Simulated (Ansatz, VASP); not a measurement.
**BaHF in two plane-wave programs**

Aim: how closely do two programs agree when they are given the same cell, functional and k mesh? The cell is taken from a series of runs on this material, whose earlier steps may have relaxed, scaled, displaced or heated it; both programs get it as it stands.

Calculated with Ansatz 0.2.0; plane waves, with VASP 6.6.1 beside it; PBE.

The structure was built from a prototype and need not be the compound's stable phase.

### Step 1. Set-up

Symmetry: P4/nmm, No. 129, tetragonal system. The conventional cell has a = 3.967 Å, b = 3.967 Å, c = 6.842 Å, α = 90.00°, β = 90.00°, γ = 90.00°. Nearest to Ba lie 4 H at 2.59 Å and 5 F at 2.70 to 2.92 Å. Nearest to F lie 5 Ba at 2.70 to 2.92 Å. Nearest to H lie 4 Ba at 2.59 Å. As first built, before any earlier steps moved the atoms or strained the cell (in the runner's words): all Cl replaced by F in the P4/nmm structure of BaHCl. Farther neighbours and most contacts between anions are not listed.

As a file:

```xyz
6
Lattice="3.9671 0.0000 0.0000 0.0000 3.9671 0.0000 0.0000 0.0000 6.8416" Properties=species:S:1:pos:R:3 pbc="T T T"
Ba    1.9836    0.0000    5.1781
Ba    0.0000    1.9836    1.6635
F     1.9836    0.0000    2.4792
F     0.0000    1.9836    4.3624
H     1.9836    1.9836    0.0000
H     0.0000    0.0000    0.0000
```

### Step 2. VASP: dielectric response, PBE

The response to a field tests empty states and converges slowly with the mesh.

Lines of VASP's logs that name or quote its potential files are left out, and so is its time.

Input file INCAR:

```
SYSTEM = BaHF
PREC = Accurate
ENCUT = 520
EDIFF = 1E-08
NELM = 120
ISMEAR = 0
SIGMA = 0.01
LREAL = .FALSE.
ALGO = Normal
GGA = PE
NBANDS = 24
LORBIT = 11
LWAVE = .FALSE.
LCHARG = .FALSE.
ISIF = 2
LEPSILON = .TRUE.
LASPH = .TRUE.
GGA_COMPAT = .FALSE.
EFERMI = MIDGAP
KPAR = 2
```

Input file POSCAR:

```
BaHF
1.0
    3.9671319916      0.0000000000      0.0000000000
    0.0000000000      3.9671319916      0.0000000000
    0.0000000000      0.0000000000      6.8415764692
Ba F H
2 2 2
Direct
    0.5000000000      0.0000000000      0.7568507557
    0.0000000000      0.5000000000      0.2431492443
    0.5000000000      0.0000000000      0.3623680998
    0.0000000000      0.5000000000      0.6376319002
    0.5000000000      0.5000000000      0.0000000000
    0.0000000000      0.0000000000      0.0000000000
```

Input file KPOINTS:

```
Automatic mesh
0
Gamma
6 6 4
0 0 0
```

The projector-augmented-wave data sets are Ba_sv, F and H (PBE family, release 64).

Command:

```console
$ mpirun -np 2 vasp_std
```

Numbers of over 12 decimals in the logs are rounded to 6 here.

Log:

```text
[banner, memory and clock lines left out]
running    2 mpi-ranks, on    1 nodes
 distrk:  each k-point on    1 cores,    2 groups
 distr:  one band on    1 cores,    1 groups

 POSCAR found type information on POSCAR BaF H
 POSCAR found :  3 types and       6 ions
 LDA part: xc-table for (Slater+PW92), standard interpolation
 POSCAR, INCAR and KPOINTS ok, starting setup
 FFT: planning ... GRIDC
 FFT: planning ... GRID_SOFT
 FFT: planning ... GRID
 WAVECAR not read
 entering main loop
       N       E                     dE             d eps       ncg     rms          rms(c)
DAV:   1     0.244030901233E+03    0.24403E+03   -0.17451E+04  1440   0.134E+03
DAV:   2    -0.134653472151E+02   -0.25750E+03   -0.25174E+03  1896   0.277E+02
DAV:   3    -0.287570175391E+02   -0.15292E+02   -0.15239E+02  1936   0.774E+01
DAV:   4    -0.292870647604E+02   -0.53005E+00   -0.52999E+00  2176   0.103E+01
DAV:   5    -0.292897657579E+02   -0.27010E-02   -0.27010E-02  1872   0.832E-01    0.989E+00
DAV:   6    -0.270692338036E+02    0.22205E+01   -0.83223E+00  1472   0.170E+01    0.516E+00
DAV:   7    -0.268966457152E+02    0.17259E+00   -0.84045E-01  1720   0.521E+00    0.229E+00
DAV:   8    -0.268930658015E+02    0.35799E-02   -0.29298E-01  1544   0.255E+00    0.655E-01
DAV:   9    -0.269086455621E+02   -0.15580E-01   -0.18740E-02  1832   0.873E-01    0.202E-01
DAV:  10    -0.269111878000E+02   -0.25422E-02   -0.37572E-03  1608   0.367E-01    0.732E-02
DAV:  11    -0.269114363918E+02   -0.24859E-03   -0.68347E-04  1704   0.159E-01    0.153E-02
DAV:  12    -0.269114397199E+02   -0.33281E-05   -0.33832E-05  1912   0.339E-02    0.733E-03
DAV:  13    -0.269114430921E+02   -0.33723E-05   -0.99403E-06  1632   0.217E-02    0.237E-03
DAV:  14    -0.269114432924E+02   -0.20030E-06   -0.80177E-07  1928   0.487E-03    0.137E-03
DAV:  15    -0.269114434024E+02   -0.10994E-06   -0.23551E-07  1616   0.303E-03    0.469E-04
DAV:  16    -0.269114434070E+02   -0.46603E-08   -0.15939E-08  1416   0.813E-04
   1 F= -.26911443E+02 E0= -.26911443E+02  d E =0.000000E+00
 Linear response reoptimize wavefunctions to high precision
DAV:   1    -0.269114434130E+02   -0.59481E-08   -0.26087E-09  1200   0.350E-04
DAV:   2    -0.269114434130E+02    0.90949E-11   -0.30389E-10  1136   0.978E-05
 Linear response G [H, r] |phi>, progress :
  Direction:   1
       N       E                     dE             d eps       ncg     rms
RMM:   1    -0.121423057435E+03   -0.12142E+03    0.70076E+02  2954   0.112E+02
RMM:   2    -0.127669102519E+03   -0.62460E+01   -0.24834E+01  2750   0.188E+01
RMM:   3    -0.128398389332E+03   -0.72929E+00   -0.55351E+00  3171   0.572E+00
RMM:   4    -0.128510787244E+03   -0.11240E+00   -0.63764E-01  3187   0.168E+00
RMM:   5    -0.128528990529E+03   -0.18203E-01   -0.13563E-01  3278   0.642E-01
RMM:   6    -0.128532599285E+03   -0.36088E-02   -0.20474E-02  3228   0.234E-01
RMM:   7    -0.128533234994E+03   -0.63571E-03   -0.16052E-02  3309   0.979E-02
RMM:   8    -0.128533338747E+03   -0.10375E-03   -0.36685E-03  3327   0.403E-02
RMM:   9    -0.128533359218E+03   -0.20471E-04   -0.27129E-03  3293   0.205E-02
RMM:  10    -0.128533364917E+03   -0.56985E-05   -0.11135E-03  3138   0.119E-02
RMM:  11    -0.128533366842E+03   -0.19259E-05   -0.65356E-04  2944   0.807E-03
RMM:  12    -0.128533367343E+03   -0.50017E-06   -0.45764E-04  2506   0.605E-03
RMM:  13    -0.128533365756E+03    0.15869E-05   -0.32139E-04  2030   0.509E-03
RMM:  14    -0.128533367401E+03   -0.16453E-05   -0.96882E-05  1821   0.450E-03
RMM:  15    -0.128533367565E+03   -0.16433E-06    0.48895E-05  1700   0.423E-03
RMM:  16    -0.128533367480E+03    0.84942E-07    0.34261E-05  1661   0.405E-03
RMM:  17    -0.128533367448E+03    0.32619E-07    0.93846E-05  1647   0.396E-03
RMM:  18    -0.128533367423E+03    0.25067E-07    0.85472E-05  1632   0.391E-03
 Linear response G [H, r] |phi>, progress :
  Direction:   2
       N       E                     dE             d eps       ncg     rms
RMM:   1    -0.127344342369E+03   -0.12734E+03    0.66775E+02  2876   0.111E+02
RMM:   2    -0.134224656790E+03   -0.68803E+01   -0.20364E+01  2637   0.178E+01
RMM:   3    -0.134918870720E+03   -0.69421E+00   -0.40204E+00  2996   0.516E+00
RMM:   4    -0.135003459979E+03   -0.84589E-01   -0.37236E-01  3032   0.144E+00
RMM:   5    -0.135014668853E+03   -0.11209E-01   -0.72834E-02  3144   0.528E-01
RMM:   6    -0.135016717663E+03   -0.20488E-02   -0.12253E-02  3063   0.190E-01
RMM:   7    -0.135017096964E+03   -0.37930E-03   -0.37825E-02  3122   0.798E-02
RMM:   8    -0.135017164646E+03   -0.67682E-04   -0.26550E-03  3081   0.326E-02
RMM:   9    -0.135017176966E+03   -0.12320E-04   -0.15061E-03  3020   0.170E-02
RMM:  10    -0.135017180039E+03   -0.30727E-05   -0.88185E-04  2880   0.105E-02
RMM:  11    -0.135017180853E+03   -0.81385E-06   -0.54354E-04  2739   0.769E-03
RMM:  12    -0.135017181136E+03   -0.28371E-06   -0.52012E-04  2366   0.630E-03
[...]
RMM:  15    -0.132258837948E+03   -0.59087E-06   -0.28003E-04  1747   0.493E-03
RMM:  16    -0.132258837395E+03    0.55287E-06   -0.25796E-04  1735   0.482E-03
RMM:  17    -0.132258837906E+03   -0.51112E-06   -0.24561E-04  1724   0.475E-03
 Linear response to external field (no local field effect), progress :
  Direction:   1
[...]
RMM:  17    -0.744916339386E+00   -0.53732E-10   -0.82414E-07  1198   0.331E-04
 change of polarisation eV/A/(eV/A) component  2 :    -0.050     1.490     0.004
 dielectric tensor                  component  2 :    -0.084     3.504     0.007
 Linear response to external field (no local field effect), progress :
  Direction:   3
       N       E                     dE             d eps       ncg     rms          rms(c)
RMM:   1    -0.769674003426E+00   -0.76967E+00   -0.22958E+00  2939   0.360E+00
RMM:   2    -0.781160749347E+00   -0.11487E-01   -0.11417E-01  3027   0.863E-01
RMM:   3    -0.786404267947E+00   -0.52435E-02   -0.16261E-02  3137   0.249E-01
RMM:   4    -0.786949404395E+00   -0.54514E-03   -0.18204E-03  3188   0.804E-02
RMM:   5    -0.787015607242E+00   -0.66203E-04   -0.39557E-04  3036   0.305E-02
RMM:   6    -0.787025212492E+00   -0.96052E-05   -0.52671E-05  2897   0.107E-02
RMM:   7    -0.787026426513E+00   -0.12140E-05   -0.26469E-05  2728   0.475E-03
RMM:   8    -0.787026674010E+00   -0.24750E-06   -0.20012E-05  2738   0.189E-03
RMM:   9    -0.787026719093E+00   -0.45083E-07   -0.15673E-06  2602   0.103E-03
RMM:  10    -0.787026732348E+00   -0.13255E-07   -0.70305E-07  2095   0.608E-04
RMM:  11    -0.787026737332E+00   -0.49844E-08   -0.12571E-07  1589   0.461E-04
RMM:  12    -0.787026739981E+00   -0.26485E-08    0.19405E-07  1462   0.381E-04
RMM:  13    -0.787026739664E+00    0.31640E-09    0.36523E-08  1376   0.345E-04
 change of polarisation eV/A/(eV/A) component  3 :     0.032     0.004     1.574
 dielectric tensor                  component  3 :     0.054     0.007     3.645
 Linear response to external field, progress :
  Direction:   1
       N       E                     dE             d eps       ncg     rms          rms(c)
RMM:   1    -0.707351495095E+00   -0.70735E+00   -0.19061E+00  4759   0.357E+00
RMM:   2    -0.717059600202E+00   -0.97081E-02   -0.10532E-01  4865   0.845E-01    0.127E+00
RMM:   3    -0.690413283997E+00    0.26646E-01   -0.57843E-02  4008   0.105E+00    0.708E-01
RMM:   4    -0.725673166526E+00   -0.35260E-01   -0.43094E-02  3927   0.993E-01    0.221E-01
RMM:   5    -0.747351749493E+00   -0.21679E-01   -0.49314E-03  4479   0.327E-01    0.291E-02
RMM:   6    -0.749973249263E+00   -0.26215E-02   -0.80483E-04  4848   0.838E-02    0.152E-02
RMM:   7    -0.750989019164E+00   -0.10158E-02   -0.88313E-05  4716   0.314E-02    0.351E-03
RMM:   8    -0.750807479755E+00    0.18154E-03   -0.41174E-05  5033   0.117E-02    0.211E-03
RMM:   9    -0.750910735393E+00   -0.10326E-03   -0.20284E-05  5087   0.492E-03    0.676E-04
RMM:  10    -0.750932126209E+00   -0.21391E-04   -0.13461E-05  5206   0.218E-03    0.398E-04
RMM:  11    -0.750940327627E+00   -0.82014E-05   -0.34283E-06  4945   0.109E-03    0.109E-04
RMM:  12    -0.750943179750E+00   -0.28521E-05   -0.33051E-06  4765   0.623E-04    0.565E-05
RMM:  13    -0.750946536849E+00   -0.33571E-05   -0.13179E-06  3751   0.455E-04    0.335E-05
RMM:  14    -0.750945667942E+00    0.86891E-06   -0.11914E-06  2850   0.368E-04    0.954E-06
 change of polarisation eV/A/(eV/A) component  1 :     1.344    -0.027     0.021
 dielectric tensor                  component  1 :     3.258    -0.045     0.035
 Linear response to external field, progress :
  Direction:   2
       N       E                     dE             d eps       ncg     rms          rms(c)
RMM:   1    -0.707350666444E+00   -0.70735E+00   -0.19061E+00  4759   0.357E+00
RMM:   2    -0.717060525619E+00   -0.97099E-02   -0.10531E-01  4865   0.845E-01    0.127E+00
RMM:   3    -0.690412724000E+00    0.26648E-01   -0.57818E-02  4008   0.105E+00    0.708E-01
RMM:   4    -0.725671482832E+00   -0.35259E-01   -0.43051E-02  3927   0.993E-01    0.221E-01
RMM:   5    -0.747351189856E+00   -0.21680E-01   -0.49374E-03  4481   0.327E-01    0.291E-02
RMM:   6    -0.749970422349E+00   -0.26192E-02   -0.80580E-04  4847   0.837E-02    0.152E-02
RMM:   7    -0.750987817920E+00   -0.10174E-02   -0.10647E-04  4720   0.314E-02    0.351E-03
RMM:   8    -0.750807215955E+00    0.18060E-03   -0.22838E-06  5028   0.117E-02    0.210E-03
RMM:   9    -0.750911096289E+00   -0.10388E-03   -0.95149E-06  5087   0.492E-03    0.656E-04
RMM:  10    -0.750931573747E+00   -0.20477E-04   -0.72095E-06  5173   0.220E-03    0.391E-04
RMM:  11    -0.750940317942E+00   -0.87442E-05   -0.95575E-07  4939   0.112E-03    0.738E-05
RMM:  12    -0.750942760297E+00   -0.24424E-05   -0.22263E-06  4689   0.616E-04    0.486E-05
RMM:  13    -0.750945314076E+00   -0.25538E-05   -0.43240E-07  3776   0.426E-04    0.249E-05
RMM:  14    -0.750944471487E+00    0.84259E-06   -0.94484E-07  2892   0.349E-04    0.158E-05
RMM:  15    -0.750944923313E+00   -0.45183E-06   -0.99447E-08  2297   0.307E-04    0.775E-06
 change of polarisation eV/A/(eV/A) component  2 :    -0.027     1.344     0.018
 dielectric tensor                  component  2 :    -0.045     3.258     0.030
 Linear response to external field, progress :
  Direction:   3
       N       E                     dE             d eps       ncg     rms          rms(c)
RMM:   1    -0.769674003426E+00   -0.76967E+00   -0.22958E+00  2939   0.360E+00
RMM:   2    -0.781146813123E+00   -0.11473E-01   -0.11403E-01  3023   0.862E-01    0.140E+00
RMM:   3    -0.710005096352E+00    0.71142E-01   -0.61608E-02  2542   0.118E+00    0.756E-01
RMM:   4    -0.729490438825E+00   -0.19485E-01   -0.97183E-02  2549   0.125E+00    0.236E-01
RMM:   5    -0.739170823263E+00   -0.96804E-02   -0.15059E-02  2808   0.383E-01    0.618E-02
RMM:   6    -0.740971072848E+00   -0.18002E-02   -0.41809E-03  3014   0.974E-02    0.283E-02
RMM:   7    -0.742505970658E+00   -0.15349E-02   -0.16233E-03  2747   0.594E-02    0.732E-03
RMM:   8    -0.742414313159E+00    0.91657E-04   -0.98608E-04  3005   0.176E-02    0.367E-03
RMM:   9    -0.742454649814E+00   -0.40337E-04   -0.59862E-04  2844   0.103E-02    0.804E-04
RMM:  10    -0.742454054399E+00    0.59542E-06   -0.45269E-04  3262   0.338E-03    0.435E-04
RMM:  11    -0.742457686182E+00   -0.36318E-05   -0.27304E-04  3025   0.160E-03    0.161E-04
RMM:  12    -0.742446335851E+00    0.11350E-04   -0.12125E-04  3042   0.852E-04    0.694E-05
RMM:  13    -0.742440556530E+00    0.57793E-05   -0.37581E-05  2840   0.540E-04    0.236E-05
RMM:  14    -0.742439894842E+00    0.66169E-06   -0.53977E-05  2239   0.410E-04    0.704E-06
 change of polarisation eV/A/(eV/A) component  3 :     0.030     0.006     1.340
 dielectric tensor                  component  3 :     0.051     0.010     3.252
 Born effective charges drift removed
```

From OUTCAR (step 2):

```text
ion  position               nearest neighbor table
   1  0.500  0.000  0.757-   5 2.59   6 2.59   5 2.59   6 2.59   3 2.70   4 2.92   4 2.92   4 2.92
                             4 2.92   2 4.35   2 4.35   2 4.35   2 4.35   2 4.50   2 4.50   2 4.50
   2  0.000  0.500  0.243-   5 2.59   6 2.59   6 2.59   5 2.59   4 2.70   3 2.92   3 2.92   3 2.92
                             3 2.92   1 4.35   1 4.35   1 4.35   1 4.35   1 4.50   1 4.50   1 4.50
   3  0.500  0.000  0.362-   1 2.70   2 2.92   2 2.92   2 2.92   2 2.92
   4  0.000  0.500  0.638-   2 2.70   1 2.92   1 2.92   1 2.92   1 2.92
   5  0.500  0.500  0.000-   1 2.59   2 2.59   1 2.59   2 2.59
   6  0.000  0.000  0.000-   1 2.59   2 2.59   2 2.59   1 2.59

  LATTYP: Found a simple tetragonal cell.
 ALAT       =     3.9671319916
 C/A-ratio  =     1.7245648705

 Subroutine GETGRP returns: Found 16 space group operations
 (whereof  8 operations were pure point group operations)

The static configuration has the point symmetry D_2d.
 The point group associated with its full space group is D_4h.

 Found     30 irreducible k-points:

   k-points           NKPTS =     30   k-points in BZ     NKDIM =     30   number of bands    NBANDS=     24

   dimension x,y,z NGX =    30 NGY =   30 NGZ =   54
   dimension x,y,z NGXF=    60 NGYF=   60 NGZF=  108

   ENCUT  =  520.0 eV  38.22 Ry    6.18 a.u.   7.38  7.38 12.72*2*pi/ulx,y,z

   NELECT =      36.0000    total number of electrons

 k-points in reciprocal lattice and weights: Automatic mesh
   0.00000000  0.00000000  0.00000000       0.007
   0.16666667  0.00000000  0.00000000       0.028
   0.33333333  0.00000000  0.00000000       0.028
   0.50000000  0.00000000  0.00000000       0.014
   0.16666667  0.16666667  0.00000000       0.028
   0.33333333  0.16666667  0.00000000       0.056
   0.50000000  0.16666667  0.00000000       0.028
   0.33333333  0.33333333  0.00000000       0.028
   0.50000000  0.33333333  0.00000000       0.028
[...]
0.50000000  0.33333333  0.50000000       0.028
   0.50000000  0.50000000  0.50000000       0.007

 average (electrostatic) potential at core
       1 -37.3548       2 -37.3548       3 -77.7571       4 -77.7571       5 -32.3704
       6 -32.3704

  Total        0.3788315      0.3788315      0.5791203      0.0000000      0.0000000      0.0000000
  in kB        5.6369885      5.6369885      8.6172744      0.0000000      0.0000000      0.0000000
  external PRESSURE =       6.6304171 kB  Pullay stress =       0.0000000 kB

  energy-cutoff  :      520.00
  volume of cell :      107.67
      direct lattice vectors                 reciprocal lattice vectors
     3.967131992  0.000000000  0.000000000     0.252071270  0.000000000  0.000000000
     0.000000000  3.967131992  0.000000000     0.000000000  0.252071270  0.000000000
     0.000000000  0.000000000  6.841576469     0.000000000  0.000000000  0.146165143

 POSITION                                       TOTAL-FORCE (eV/Angst)
 -----------------------------------------------------------------------------------
      1.98357      0.00000      5.17805         0.000000      0.000000      0.017717
      0.00000      1.98357      1.66352         0.000000     -0.000000     -0.017717
      1.98357      0.00000      2.47917         0.000000      0.000000     -0.038087
      0.00000      1.98357      4.36241         0.000000      0.000000      0.038087
      1.98357      1.98357      0.00000         0.000000      0.000000      0.000000
      0.00000      0.00000      0.00000         0.000000      0.000000      0.000000
 -----------------------------------------------------------------------------------
    total drift:                                0.000000      0.000000      0.000000

 MACROSCOPIC STATIC DIELECTRIC TENSOR (including local field effects in DFT)
 ------------------------------------------------------
           3.257920     0.000000    -0.000000
           0.000000     3.257920     0.000000
           0.000000     0.000000     3.252024
 ------------------------------------------------------

 PIEZOELECTRIC TENSOR (including local field effects)  for field in x, y, z        (C/m^2)
          XX          YY          ZZ          XY          YZ          ZX
  --------------------------------------------------------------------------------
  x     0.00000     0.00000     0.00000     0.00000     0.00000     0.00000
  y    -0.00000     0.00000     0.00000     0.00000     0.00000     0.00000
  z     0.00000     0.00000     0.00000     0.00000     0.00000     0.00000

 BORN EFFECTIVE CHARGES (including local field effects) (in |e|, cummulative output)
 ---------------------------------------------------------------------------------
 ion    1
    1     2.24845     0.00000    -0.00000
    2     0.00000     2.24845     0.00000
    3     0.00000     0.00000     2.48032
 ion    2
    1     2.24845     0.00000     0.00000
    2     0.00000     2.24845     0.00000
    3     0.00000     0.00000     2.48032
 ion    3
    1    -1.30778     0.00000    -0.00000
    2     0.00000    -1.30778     0.00000
    3     0.00000     0.00000    -1.59168
 ion    4
    1    -1.30778     0.00000    -0.00000
    2     0.00000    -1.30778     0.00000
    3     0.00000     0.00000    -1.59168
 ion    5
    1    -0.94066     0.00000     0.00000
    2     0.00000    -0.94066     0.00000
    3     0.00000     0.00000    -0.88864
 ion    6
    1    -0.94066     0.00000     0.00000
    2     0.00000    -0.94066     0.00000
    3     0.00000     0.00000    -0.88864
```

Harder data sets than Ba_sv exist (the GW ones), and pressures, volumes and forces can shift noticeably with them.

(Part 1 of 2 ends here.)

[Lines on the potential files, build, host, timing and source positions are cut from VASP's logs without a mark.]

[Logs are printed without paths, hosts, clocks, repeated set-up lines and the standing remarks that a program may print on its own settings, such as how far it seeks lower states.]

[Hosts, paths, dates, database ids (printed as entryN), source tags and the programs' standing remarks are cut or masked in the printed files.]
